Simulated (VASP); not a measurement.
Energy against volume of FeAl (CsCl type). Computed with PBE GGA, VASP's PBE PAW potentials (set 64) (plane waves; VASP). Run with 520 eV cut-off, 13×13×13 Γ-centred mesh, first-order Methfessel-Paxton smearing of 0.10 eV, potentials Al Fe.

```csv
V (Å³/atom),E (eV/atom)
11.094,-6.27834
11.448,-6.29884
11.802,-6.30528
12.156,-6.29971
```

Question: Fit these four points and predict the energy of the run at 12.510 Å³/atom.

Answer: A cubic in V^(−2/3), the third-order Birch-Murnaghan form, passes through the four points with V0 = 11.81 Å³/atom and B0 = 181 GPa, and gives -6.2839 eV/atom there. The run gave -6.2839 eV/atom, -0.0 meV/atom from the fit; all five points give B0 = 180 GPa.

The compound is FeAl in the CsCl type structure. It was relaxed first. The run is not spin-polarised, so no magnetic state was tried.
